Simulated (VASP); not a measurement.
Method: optB86b-vdW, VASP's PBE PAW potentials (set 64) (plane waves; VASP).

VASP input:

File KPOINTS:
```
Automatic
0
gamma
  7 7 7
0 0 0
```

**POSCAR**
```
PbSe
1
    0.0000000000     3.0600000000     3.0600000000
    3.0600000000     0.0000000000     3.0600000000
    3.0600000000     3.0600000000     0.0000000000
Pb Se
1 1
Direct
  0.0000000000   0.0000000000   0.0000000000
  0.5000000000   0.5000000000   0.5000000000
```

### INCAR
```
SYSTEM = PbSe
PREC = Accurate
ENCUT = 520
EDIFF = 1E-6
NELM = 100
ALGO = Normal
LREAL = .FALSE.
LASPH = .TRUE.
ISMEAR = 0
SIGMA = 0.05
GGA = MK
PARAM1 = 0.1234
PARAM2 = 1.0
LUSE_VDW = .TRUE.
AGGAC = 0.0
LMAXMIX = 4
LWAVE = .FALSE.
LCHARG = .FALSE.
IBRION = 2
ISIF = 3
NSW = 60
EDIFFG = -0.01
```

POTCAR, in this order: Pb_d Se (PBE.64 set). Program: vasp_std.

Output of the run:

### OUTCAR
```
 ion  position               nearest neighbor table
   1  0.000  0.000  0.000-   2 3.06   2 3.06   2 3.06   2 3.06   2 3.06   2 3.06
   2  0.500  0.500  0.500-   1 3.06   1 3.06   1 3.06   1 3.06   1 3.06   1 3.06
  LATTYP: Found a face centered cubic cell.
 ALAT       =     6.1200000000
 Subroutine PRICEL returns:
 Original cell was already a primitive cell.
 Subroutine GETGRP returns: Found 48 space group operations
The static configuration has the point symmetry O_h .
The dynamic configuration has the point symmetry O_h .
 Subroutine INISYM returns: Found 48 space group operations
 Subroutine IBZKPT returns following result:
 Found     20 irreducible k-points:

 Following reciprocal coordinates:
            Coordinates               Weight
  0.000000  0.000000  0.000000      1.000000
  0.142857  0.000000  0.000000      8.000000
  0.285714  0.000000  0.000000      8.000000
  0.428571  0.000000  0.000000      8.000000
  0.142857  0.142857  0.000000      6.000000
  0.285714  0.142857  0.000000     24.000000
  0.428571  0.142857  0.000000     24.000000
 -0.428571  0.142857  0.000000     24.000000
 -0.285714  0.142857  0.000000     24.000000
...
```

**OSZICAR**
```
       N       E                     dE             d eps       ncg     rms          rms(c)
DAV:   1     0.163147372570E+03    0.16315E+03   -0.95540E+03   560   0.144E+03
DAV:   2     0.842797313359E+01   -0.15472E+03   -0.15181E+03   596   0.351E+02
DAV:   3    -0.357848389570E+01   -0.12006E+02   -0.11891E+02   734   0.104E+02
DAV:   4    -0.384003572715E+01   -0.26155E+00   -0.26147E+00   602   0.188E+01
DAV:   5    -0.384961163950E+01   -0.95759E-02   -0.95758E-02   772   0.352E+00    0.271E+00
DAV:   6    -0.355978131740E+01    0.28983E+00   -0.79440E-01   782   0.701E+00    0.149E+00
DAV:   7    -0.355676842463E+01    0.30129E-02   -0.12251E-01   624   0.196E+00    0.831E-01
DAV:   8    -0.356015358516E+01   -0.33852E-02   -0.13296E-02   608   0.152E+00    0.163E-01
DAV:   9    -0.355968424073E+01    0.46934E-03   -0.26333E-03   850   0.595E-01    0.527E-02
DAV:  10    -0.355976237759E+01   -0.78137E-04   -0.20538E-04   578   0.111E-01    0.189E-02
DAV:  11    -0.355976928337E+01   -0.69058E-05   -0.61131E-05   688   0.912E-02    0.527E-03
DAV:  12    -0.355976946142E+01   -0.17806E-06   -0.37716E-06   704   0.162E-02
   1 F= -.35597695E+01 E0= -.35597695E+01  d E =-.355977E+01
       N       E                     dE             d eps       ncg     rms          rms(c)
DAV:   1    -0.367556209354E+01   -0.11579E+00   -0.36910E+00   686   0.361E+01    0.178E+00
DAV:   2    -0.357883247577E+01    0.96730E-01   -0.19895E-01   686   0.816E+00    0.663E-01
DAV:   3    -0.356241221036E+01    0.16420E-01   -0.74751E-02   686   0.473E+00    0.117E-01
DAV:   4    -0.356253463397E+01   -0.12242E-03   -0.16968E-03   566   0.470E-01    0.461E-02
DAV:   5    -0.356254190865E+01   -0.72747E-05   -0.37161E-04   698   0.291E-01    0.242E-02
DAV:   6    -0.356253274711E+01    0.91615E-05   -0.48157E-05   704   0.133E-01    0.348E-03
DAV:   7    -0.356253338383E+01   -0.63672E-06   -0.20088E-06   562   0.214E-02
   2 F= -.35625334E+01 E0= -.35625334E+01  d E =-.276392E-02
       N       E                     dE             d eps       ncg     rms          rms(c)
DAV:   1    -0.357104656379E+01   -0.85138E-02   -0.25581E-01   686   0.917E+00    0.481E-01
DAV:   2    -0.356404341302E+01    0.70032E-02   -0.14445E-02   686   0.224E+00    0.176E-01
DAV:   3    -0.356291242891E+01    0.11310E-02   -0.51794E-03   686   0.125E+00    0.323E-02
DAV:   4    -0.356292863248E+01   -0.16204E-04   -0.11980E-04   560   0.118E-01    0.119E-02
DAV:   5    -0.356293059249E+01   -0.19600E-05   -0.16278E-05   708   0.581E-02    0.619E-03
DAV:   6    -0.356293080703E+01   -0.21454E-06   -0.11095E-06   286   0.180E-02
   3 F= -.35629308E+01 E0= -.35629308E+01  d E =-.316135E-02
```

OUTCAR:
```
------------------------ aborting loop because EDIFF is reached ----------------------------------------
  FORCE on cell =-STRESS in cart. coord.  units (eV):
  Direction    XX          YY          ZZ          XY          YZ          ZX
  --------------------------------------------------------------------------------------
  Total        0.0015478      0.0015478      0.0015478      0.0000000      0.0000000      0.0000000
  in kB        0.0424923      0.0424923      0.0424923      0.0000000      0.0000000      0.0000000
  external PRESSURE =       0.0424923 kB  Pullay stress =       0.0000000 kB
  volume of cell :       58.36
      direct lattice vectors                 reciprocal lattice vectors
     0.000000000  3.078687967  3.078687967    -0.162406845  0.162406845  0.162406845
     3.078687967  0.000000000  3.078687967     0.162406845 -0.162406845  0.162406845
     3.078687967  3.078687967  0.000000000     0.162406845  0.162406845 -0.162406845
  FREE ENERGIE OF THE ION-ELECTRON SYSTEM (eV)
  ---------------------------------------------------
  free  energy   TOTEN  =        -3.5629308070 eV

  energy  without entropy=       -3.5629308070  energy(sigma->0) =       -3.56293081

 reached required accuracy - stopping structural energy minimisation
```
(Selected blocks of OUTCAR.)

**CONTCAR**
```
PbSe
   1.00000000000000
     0.0000000000000000    3.0786879671962435    3.0786879671962435
     3.0786879671962435    0.0000000000000000    3.0786879671962435
     3.0786879671962435    3.0786879671962435    0.0000000000000000
  Pb              Se
     1     1
Direct
     0.0000000000000000    0.0000000000000000    0.0000000000000000
     0.5000000000000000    0.5000000000000000    0.5000000000000000
```

The compound is PbSe in the rock salt structure. This run relaxes it. Symmetry was kept, so distortions that lower it aren't found.
